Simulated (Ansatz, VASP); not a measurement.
# BN: VASP beside Ansatz, part 2 of 2

Wanted: the spread between two codes on one cell, functional and k mesh. The cell is taken from a series of runs on this material, whose earlier steps may have relaxed, scaled, displaced or heated it; both programs get it as it stands.

VASP 6.6.1 and Ansatz 0.2.0.

So far: Starting point; VASP: dielectric response, r2SCAN.

## 3. Ansatz: dielectric response, r2SCAN

Level of this step: Ansatz beside VASP: Kohn-Sham DFT, plane waves, r2SCAN (Ansatz).

Ansatz runs on its default PAW (the set named soft_2) files.

The same cell, functional and mesh now go to Ansatz, which takes its cutoff from its data sets.

input.yaml reads:

```yaml
crystal:
  lattice:
    - [2.49824, 0.0, 0.0]
    - [-1.24912, 2.1635393048, 0.0]
    - [0.0, 0.0, 6.6357]
  atoms:
    - { symbol: "N", position: [0.6666666667, 0.3333333333, 0.25] }
    - { symbol: "N", position: [0.3333333333, 0.6666666667, 0.75] }
    - { symbol: B, position: [0.6666666667, 0.3333333333, 0.75] }
    - { symbol: B, position: [0.3333333333, 0.6666666667, 0.25] }
kpoints:
  mp_grid: { grid: [10, 10, 4] }
scf:
  occupations: { method: fixed }
hamiltonian:
  xc: r2scan
  pseudopotentials: { kind: paw }
dielectric: {}
```

On the command line:

```console
> ansatz run input.yaml --threads 4 --pin off --max-ram 8192MiB --backend cpu --events-out ev --progress --plain --runs-dir out
```

Numbers of over 12 decimals in the logs are rounded to 6 here.

Output:

```text
Engine: ansatz 0.2.0, x86_64-unknown-linux-gnu
Pseudopotentials: kind: paw
Pseudopotential: N, paw, valence charge 5, recommended cutoff 500 eV (meta_gga), N.paw.azcp
Pseudopotential: B, paw, valence charge 3, recommended cutoff 500 eV (meta_gga), B.paw.azcp
Functional definition: r2SCAN
  parameter k0 = 0.174
  parameter k1 = 0.065
  parameter a1 = 4.9479
  exchange = r2scan_x(k0 = k0, k1 = k1, a1 = a1)
  correlation = r2scan_c
Crystal: 4 atoms, lattice volume = 35.866 Å³
Basis set: ecut = 500 eV, 883 PW (Γ), exchange–correlation on 80×80×200 points (64 copies of the dense FFT grid, shifted against one another)
Bands: 12, of which v1, the nominal top of the filled ones, is band 8 counted from 1 (7 counted from 0)
Symmetry: 24 space group operations
k-points: 117 of 400 (irreducible under 2 space group operations, time reversal used)
Non-local potential: N, projectors of the file, l = 0: 2, l = 1: 2, l = 2: 1
Non-local potential: B, projectors of the file, l = 0: 2, l = 1: 2, l = 2: 1
PAW form: soft (Blöchl's): semilocal exchange-correlation on the pseudo side does not see the compensation charge
PAW frozen core: N, regenerated for the run's functional (the file was generated under x = pbe(κ = 0.804, μ = 0.219515), c = pbe(β = 0.066725))
PAW frozen core: B, regenerated for the run's functional (the file was generated under x = pbe(κ = 0.804, μ = 0.219515), c = pbe(β = 0.066725))
PAW one-centre angular grid: N, 302 points (default); XC on 160 Gauss nodes
PAW one-centre angular grid: B, 302 points (default); XC on 160 Gauss nodes
Initial density: superposition of atomic densities (neutral atoms: chi_scale 0, normalization atom), corrected by the library's trained network
Initial wavefunctions: pseudopotential atomic-orbital guess
Functional: x = r2scan, c = r2scan; τ floored in thin density (d = 2e-4 eV/Å³)
SCF iter   1: F=—  HF=-1088.114500 eV  |F-HF|=—  |Δ(HF+E_count)|=         —  Δρ=8.66e-3  dr2=1.97e-2  dr2_τ=6.99e-1  ethr=1.77e-3  ⟨swp⟩=5.4  Hψ=7677  notcnv=0  defer=216
preconditioner: auto → none  [insulator: Δε(μ)=4.824 eV  Ē_g=16.913 eV  n_scr=4 (ndim 8)  ℏωp=24.8 eV  f_vac=0.022  ε∞_Penn≈3.2]
SCF iter   2: F=—  HF=-1088.245496 eV  |F-HF|=—  |Δ(HF+E_count)|=   1.31e-1  Δρ=5.14e-3  dr2=4.16e-3  dr2_τ=3.05e-4  ethr=1.23e-4  ⟨swp⟩=2.1  Hψ=3524  notcnv=0  defer=234
SCF iter   3: F=—  HF=-1088.245224 eV  |F-HF|=—  |Δ(HF+E_count)|=   2.72e-4  Δρ=8.81e-4  dr2=2.01e-4  dr2_τ=1.02e-4  ethr=2.60e-5  ⟨swp⟩=3.0  Hψ=2559  notcnv=0  defer=234
SCF iter   4: F=—  HF=-1088.245208 eV  |F-HF|=—  |Δ(HF+E_count)|=   1.55e-5  Δρ=2.79e-4  dr2=1.95e-5  dr2_τ=1.67e-6  ethr=1.25e-6  ⟨swp⟩=2.0  Hψ=2305  notcnv=0  defer=234
SCF iter   5: F=—  HF=-1088.245203 eV  |F-HF|=—  |Δ(HF+E_count)|=   5.01e-6  Δρ=1.02e-4  dr2=2.24e-6  dr2_τ=2.23e-7  ethr=1.22e-7  ⟨swp⟩=2.0  Hψ=2262  notcnv=0  defer=60
SCF iter   6: F=—  HF=-1088.245202 eV  |F-HF|=—  |Δ(HF+E_count)|=   8.26e-7  Δρ=4.05e-5  dr2=3.98e-7  dr2_τ=8.66e-9  ethr=1.40e-8  ⟨swp⟩=2.0  Hψ=2146  notcnv=0  defer=17
SCF iter   7: F=—  HF=-1088.245203 eV  |F-HF|=—  |Δ(HF+E_count)|=   8.71e-7  Δρ=4.74e-6  dr2=3.83e-9  dr2_τ=3.83e-10  ethr=2.49e-9  ⟨swp⟩=2.7  Hψ=2482  notcnv=0  defer=7
SCF iter   8: F=—  HF=-1088.245203 eV  |F-HF|=—  |Δ(HF+E_count)|=   1.25e-9  Δρ=1.22e-6  dr2=2.95e-10  dr2_τ=7.41e-12  ethr=2.40e-11  ⟨swp⟩=2.3  Hψ=2280  notcnv=0  defer=7
SCF iter   9: F=-1088.245203 eV  HF=-1088.245203 eV  |F-HF|=0.00e0  |Δ(HF+E_count)|=  5.64e-11  Δρ=5.38e-8  dr2=4.89e-13  dr2_τ=3.46e-14  ethr=1.00e-12  ⟨swp⟩=3.7  Hψ=4906  notcnv=0
SCF 1 converged in 9 iterations: F = -1088.245203 eV  dr2 = 4.89e-13
  greatest PAW one-centre occupation: 0.806 electrons in one spin orbital (limit 2), on the N atom at site 1 (counted from 0), in its partial waves of l = 0
NSCF: frozen V_eff on 2 k-points
DFPT response loops at Γ: preconditioner auto → Resta (q_TF=auto, 2.385 Å⁻¹)  ε∞=3.5 (no band partly filled); β = 1.00, the filter's whole step (`scf.mixing.beta` (0.50) is not read by the response loops at its default; to damp them type it under 1.00, their step now; it binds the ground state too); Broyden in place of MSR1
── the response to a field inside a basis, on 10×10×4 k-points: an SCF that follows is theirs, and a resumed run solves both again ──
Bands: 9, of which v1, the nominal top of the filled ones, is band 8 counted from 1 (7 counted from 0)
k-points: 60 of 400 (irreducible under 8 space group operations)
Initial density: handed on by an earlier stage of this run
Initial wavefunctions: pseudopotential atomic-orbital guess (no wavefunctions were taken with the density)
Eigensolver: Dense (60 Hₖ)
SCF iter   1: F=—  HF=-1088.242725 eV  |F-HF|=—  |Δ(HF+E_count)|=         —  Δρ=1.47e-4  dr2=9.89e-7  dr2_τ=1.27e-6  ethr=1.00e-1
preconditioner: auto → none  [insulator: Δε(μ)=4.955 eV  Ē_g=14.197 eV  n_scr=4 (ndim 8)  ℏωp=24.8 eV  f_vac=0.017  ε∞_Penn≈4.1]
SCF iter   2: F=—  HF=-1088.242728 eV  |F-HF|=—  |Δ(HF+E_count)|=   3.11e-6  Δρ=7.47e-5  dr2=2.54e-7  dr2_τ=2.54e-7  ethr=6.18e-9
SCF iter   3: F=-1088.242728 eV  HF=-1088.242728 eV  |F-HF|=2.80e-8  |Δ(HF+E_count)|=   1.61e-7  Δρ=1.24e-5  dr2=4.33e-8  dr2_τ=6.49e-9  ethr=1.59e-9
SCF 1 converged in 3 iterations: F = -1088.242728 eV  dr2 = 4.33e-8
DFPT response loops at Γ: mixed as the last ones told, above
SCF converged after 9 iterations
Free energy (F): -1088.245203 eV
Harris-Foulkes:  -1088.245203 eV  (|F-HF|=0.00e0)
Internal energy: -1088.245203 eV  (E = F + TS)
E sigma→0 (E₀):  -1088.245203 eV
Fermi energy:    4.567998 eV
--- Per-component energies (eV) ---
  E_band       = -47.239540
  E_kinetic    = 367.804704
  E_local      = -692.709295  (includes V_loc(G=0)·N_el)
  E_nonlocal   = 114.226108
  E_hartree    = 224.362921
  E_xc         = -182.173070
  E_vxc        = -252.615044  (∫ρ·V_xc dr)
  E_paw        = -419.729390  (= ΣΔE_a)
  E_vpaw       = -47.109424  (= ΣTr[D̂ρ^β])
  E_aug_tail   = 0.000041  (compensation charges beyond the density's cutoff)
  E_vtau       = 14.437532  (kinetic-family band-sum trace: ∫τ·v_τ [+ j·A + Jᵃ·Aᵃ] dr)
  E_ewald      = -499.931209
  E_core_change = -0.096013  (= ΣΔE_core)
  E_smearing   = -0.000000  (= −TS)
  E_closure    = 0.000000  (closes the sum)
  Σ components = -1088.245203   (vs F -1088.245203, Δ=0.00e0)
--- Band table (eV; the first three rows and the last of 117) ---
  k-point 0: bands = [... 4 lower, 3.1819, 3.1819, 3.2207, 3.2207, 10.1619, 15.6318, 16.9534, 16.9534]
  k-point 1: bands = [... 4 lower, 3.1876, 3.1876, 3.2150, 3.2150, 10.8967, 14.6124, 16.9723, 16.9723]
  k-point 2: bands = [... 4 lower, 3.2013, 3.2013, 3.2013, 3.2013, 12.6626, 12.6626, 17.0186, 17.0186]
  k-point 116: bands = [... 4 lower, -1.3322, -1.2825, 2.9459, 3.8657, 10.6109, 11.1254, 16.2376, 17.7043]
--- Dielectric response (ions clamped): 3 representative field directions + reference, inside a basis on a mesh of 400 k-points (Σ response iterations 12) ---
  ε∞ (high-frequency dielectric tensor):
        4.407155     0.000000    -0.000000
        0.000000     4.407155     0.000000
       -0.000000     0.000000     2.638386
  Born effective charges Z* (e; rows j = field, columns β = displacement):
    site 0:
        -2.71703    0.00000   -0.00000
        -0.00000   -2.71703   -0.00000
        -0.00000   -0.00000   -0.78101
    site 1:
        -2.71703   -0.00000   -0.00000
         0.00000   -2.71703   -0.00000
        -0.00000   -0.00000   -0.78101
    site 2:
         2.71703    0.00000    0.00000
         0.00000    2.71703    0.00000
         0.00000    0.00000    0.78101
    site 3:
         2.71703   -0.00000    0.00000
        -0.00000    2.71703    0.00000
         0.00000    0.00000    0.78101
  Z* charge neutrality: 3.665e-4 e pre-enforcement
  solved inside a basis spanned on kpoints, on 10×10×4 k-points, its susceptibility summed on 14×14×4: ε∞ is read to err by 1.3e-2, Z* by 1.1e-2 e (field_mesh: kpoints solves on kpoints); Z* is corrected for what the basis lacks
```

## 4. Differences

Known differences besides the potentials themselves: VASP keeps PBE cores, Ansatz makes them for the functional; fixed occupations in Ansatz, narrow Gaussian smearing in VASP; VASP's response is taken on the typed mesh, Ansatz refines its own for the field response alone; the cutoff is 500 eV in Ansatz and 580 eV in VASP; VASP takes ε∞ from a finite field, Ansatz from linear response. Total energies have different zeros and are not compared.

Both answers:

| quantity | Ansatz | VASP | difference |
| --- | --- | --- | --- |
| ε∞ xx | 4.41 | 4.40 | +0.15 % |
| ε∞ yy | 4.41 | 4.40 | +0.15 % |
| ε∞ zz | 2.64 | 2.64 | -0.07 % |

## 5. Results

| Quantity | Value |
| --- | --- |
| difference in ε∞ xx (dielectric response, r2SCAN) | 0.15 % |

The difference in ε∞ xx is 0.15 % (dielectric response, r2SCAN), within the 5 % picked in this series as the mark of a large difference. How closely two codes agree says nothing of how well the functional describes the real material.

[Lines on the potential files, build, host, timing and source positions are cut from VASP's logs without a mark.]

[Logs are printed without paths, hosts, clocks, repeated set-up lines and the standing remarks that a program may print on its own settings, such as how far it seeks lower states.]

[Hosts, paths, dates, database ids (printed as entryN), source tags and the programs' standing remarks are cut or masked in the printed files.]
